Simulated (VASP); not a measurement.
OSZICAR of a VASP run on V (bcc):

**OSZICAR**
```
       N       E                     dE             d eps       ncg     rms          rms(c)
DAV:   1     0.911225373642E+02    0.91123E+02   -0.74350E+03  2408   0.142E+03
DAV:   2    -0.466563602671E+01   -0.95788E+02   -0.94078E+02  2490   0.370E+02
DAV:   3    -0.615796005066E+01   -0.14923E+01   -0.14386E+01  2498   0.541E+01
DAV:   4    -0.616846352728E+01   -0.10503E-01   -0.10502E-01  2460   0.462E+00
DAV:   5    -0.616857258140E+01   -0.10905E-03   -0.10905E-03  2494   0.489E-01    0.161E+01
DAV:   6    -0.514904319665E+01    0.10195E+01   -0.44858E+00  2410   0.313E+01    0.159E+00
DAV:   7    -0.513844549869E+01    0.10598E-01   -0.26306E-02  2404   0.296E+00    0.103E+00
DAV:   8    -0.513476800033E+01    0.36775E-02   -0.98068E-03  2408   0.164E+00    0.976E-02
DAV:   9    -0.513488404695E+01   -0.11605E-03   -0.86317E-05  2472   0.146E-01    0.600E-02
DAV:  10    -0.513490410948E+01   -0.20063E-04   -0.62240E-05  2404   0.972E-02    0.391E-03
DAV:  11    -0.513490783469E+01   -0.37252E-05   -0.29184E-07  1278   0.788E-03    0.149E-03
DAV:  12    -0.513490975096E+01   -0.19163E-05   -0.68717E-08  1202   0.404E-03    0.543E-04
DAV:  13    -0.513491012700E+01   -0.37604E-06   -0.90418E-09  1200   0.158E-03
   1 F= -.51349101E+01 E0= -.51353767E+01  d E =-.513491E+01
       N       E                     dE             d eps       ncg     rms          rms(c)
DAV:   1    -0.525267813748E+01   -0.11777E+00   -0.23805E+00  2400   0.272E+01    0.343E+00
DAV:   2    -0.513710559815E+01    0.11557E+00   -0.59825E-01  2404   0.110E+01    0.807E-01
DAV:   3    -0.513530421537E+01    0.18014E-02   -0.36848E-03  2400   0.936E-01    0.378E-01
DAV:   4    -0.513461466329E+01    0.68955E-03   -0.10808E-03  2404   0.435E-01    0.396E-02
DAV:   5    -0.513461929829E+01   -0.46350E-05   -0.41104E-05  2438   0.915E-02    0.947E-03
DAV:   6    -0.513462094102E+01   -0.16427E-05   -0.52975E-06  2400   0.331E-02    0.111E-03
DAV:   7    -0.513462057876E+01    0.36225E-06   -0.27281E-08  1200   0.261E-03
   2 F= -.51346206E+01 E0= -.51350900E+01  d E =0.289548E-03
       N       E                     dE             d eps       ncg     rms          rms(c)
DAV:   1    -0.516962043924E+01   -0.34999E-01   -0.68590E-01  2400   0.144E+01    0.192E+00
DAV:   2    -0.513634635990E+01    0.33274E-01   -0.16323E-01  2406   0.587E+00    0.455E-01
DAV:   3    -0.513590926939E+01    0.43709E-03   -0.68655E-04  2400   0.412E-01    0.234E-01
DAV:   4    -0.513568100355E+01    0.22827E-03   -0.29200E-04  2404   0.223E-01    0.172E-02
DAV:   5    -0.513567989785E+01    0.11057E-05   -0.66288E-06  2434   0.362E-02    0.473E-03
DAV:   6    -0.513567851431E+01    0.13835E-05   -0.10661E-06  1202   0.150E-02    0.552E-04
DAV:   7    -0.513567870005E+01   -0.18574E-06   -0.34860E-08  1200   0.251E-03
   3 F= -.51356787E+01 E0= -.51361486E+01  d E =-.768573E-03
```

Problem. Which electronic solver shows in the log?

Solution. It is blocked Davidson (ALGO = Normal, or the opening steps of other solvers). The INCAR had ALGO = Normal.

Problem. How was spin treated?

Solution. Without spin polarisation: there is no mag entry.

Problem. Can the final energy be trusted as converged?

Solution. The run converged. It stopped with EDIFF = 1E-6, NELM = 100, NSW = 60 and EDIFFG = -0.01 after 3 ionic steps (vdW-DF2, plane waves, VASP's PBE PAW potentials (set 64)).

The compound is V in the bcc structure. This run relaxes it. Symmetry was kept, so distortions that lower it aren't found. The run is not spin-polarised, so no magnetic state was tried.
